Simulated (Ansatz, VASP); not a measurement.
# Two plane-wave programs on TaTl

Contents of INCAR:

```
PREC = Accurate
ENCUT = 600
EDIFF = 1E-6
ISMEAR = -1
SIGMA = 0.05
LREAL = False
LASPH = True
NELM = 80
ALGO = Normal
ISIF = 2
LWAVE = False
LCHARG = False
LMAXMIX = 4
GGA = PE
```

KPOINTS

```
Automatic mesh
0
Gamma
  7 7 7
```

The input POSCAR:

```
TaTl
1.0
    3.6221205400      0.0000000000      0.0000000000
    0.0000000000      3.6221205400      0.0000000000
    0.0000000000      0.0000000000      3.6221205400
Ta Tl
1 1
Direct
    0.0000000000      0.0000000000      0.0000000000
    0.5000000000      0.5000000000      0.5000000000
```

File KPOINTS_OPT:

```
path GXMGRX,MR
10
line-mode
reciprocal
 0.0000000000  0.0000000000  0.0000000000  G
 0.0000000000  0.5000000000  0.0000000000  X

 0.0000000000  0.5000000000  0.0000000000  X
 0.5000000000  0.5000000000  0.0000000000  M

 0.5000000000  0.5000000000  0.0000000000  M
 0.0000000000  0.0000000000  0.0000000000  G

 0.0000000000  0.0000000000  0.0000000000  G
 0.5000000000  0.5000000000  0.5000000000  R

 0.5000000000  0.5000000000  0.5000000000  R
 0.0000000000  0.5000000000  0.0000000000  X

 0.5000000000  0.5000000000  0.0000000000  M
 0.5000000000  0.5000000000  0.5000000000  R
```

The input input.yaml:

```yaml
crystal:
  lattice:
    - [3.62212054, 0.0, 0.0]
    - [0.0, 3.62212054, 0.0]
    - [0.0, 0.0, 3.62212054]
  atoms:
    - { symbol: Ta, position: [0.0, 0.0, 0.0] }
    - { symbol: Tl, position: [0.5, 0.5, 0.5] }
hamiltonian:
  xc: pbe
  pseudopotentials: { kind: paw }
kpoints:
  mp_grid: { grid: [7, 7, 7] }
  band_path:
    path:
      - [[0.0, 0.0, 0.0], [0.0, 0.5, 0.0], [0.5, 0.5, 0.0], [0.0, 0.0, 0.0], [0.5, 0.5, 0.5], [0.0, 0.5, 0.0]]
      - [[0.5, 0.5, 0.0], [0.5, 0.5, 0.5]]
    npoints: 14
scf:
  occupations: { method: fermi_dirac, width: 0.05 }
  n_extra_bands: 6
output:
  forces: true
  stress: true
  eigenvalues: true
  fatbands: true
  write_density: true
  write_potential: true
  elf: true
  volumetric_format: npy
```

The cell was built by a generator and needn't be a form met in nature.

Alike in both runs: task band structure; functional PBE; k mesh 7 × 7 × 7; occupations fermi-dirac, width 0.05 eV; no spin polarisation.

```csv
,VASP,Ansatz
version,VASP 6.6.1,Ansatz 0.2.0
potentials or method,"VASP PAW PBE potentials, release 64 (Ta_pv, Tl_d)",Ansatz PAW
plane-wave cutoff (eV),600,420
valence electrons in the cell,24,26
```

```csv
,VASP,Ansatz,Ansatz less VASP
gap on the k mesh at the Fermi level (eV),none,none,-
pressure (GPa),-13.5,-13.5,-0.03
```

A gap of «none» marks a metal or a gap that the smearing closes. The functional is the same, so the differences come from potentials, cutoffs and numerics. The two sets of potentials don't hold the same shells in valence.

Caveats: spin-orbit coupling is left out, which moves the levels of the heavy elements.
